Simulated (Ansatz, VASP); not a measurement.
# SbOs: VASP beside Ansatz

Contents of INCAR:

```
ALGO = Normal
EDIFF = 1E-7
ENCUT = 520
GGA = PE
ISIF = 2
ISMEAR = -1
LASPH = T
LCHARG = T
LELF = T
LREAL = F
LVHAR = T
LWAVE = F
NBANDS = 14
NELM = 60
PREC = Accurate
SIGMA = 0.05
```

KPOINTS

```
k-points
0
Gamma
  12 12 12
```

Contents of POSCAR:

```
SbOs
1.0
    3.0042577168      0.0000000000      0.0000000000
    0.0000000000      3.0042577168      0.0000000000
    0.0000000000      0.0000000000      3.0042577168
Os Sb
1 1
Direct
    0.0000000000      0.0000000000      0.0000000000
    0.5000000000      0.5000000000      0.5000000000
```

Input for Ansatz:

```yaml
crystal:
  lattice:
    - [3.0042577168, 0.0, 0.0]
    - [0.0, 3.0042577168, 0.0]
    - [0.0, 0.0, 3.0042577168]
  atoms:
    - { symbol: Os, position: [0.0, 0.0, 0.0] }
    - { symbol: Sb, position: [0.5, 0.5, 0.5] }
kpoints:
  mp_grid: { grid: [12, 12, 12] }
scf:
  occupations: { method: fermi_dirac, width: 0.05 }
hamiltonian:
  xc: pbe
  pseudopotentials: { kind: all_electron, lapw: { basis_error: 0.001 } }
output:
  forces: true
  stress: true
  eigenvalues: true
  populations: true
```

Change from the starting cell: volume scaled by 0.76, LAPW.

Alike in both runs: task single point; functional PBE; k mesh 12 × 12 × 12; occupations fermi-dirac, width 0.05 eV; no spin polarisation.

```csv
,VASP,Ansatz
version,VASP 6.6.1,Ansatz 0.2.0
potentials or method,"VASP PAW PBE potentials, release 64 (Os, Sb)","all-electron LAPW, scalar-relativistic"
plane-wave cutoff (eV),520,see its input
```

|  | VASP | Ansatz | Ansatz less VASP |
| --- | --- | --- | --- |
| pressure (GPa) | 100.8 | 98.1 | -2.69 |

Ansatz ran all-electron here, so the differences hold the error of VASP's frozen core and of both bases.

Caveats: the cell as given lies far from equilibrium; so large a pressure means that the cell lies far from this level's equilibrium, or that cutoff or potentials fall short (VASP). Spin-orbit coupling is left out, which matters for the levels of Os, Sb.
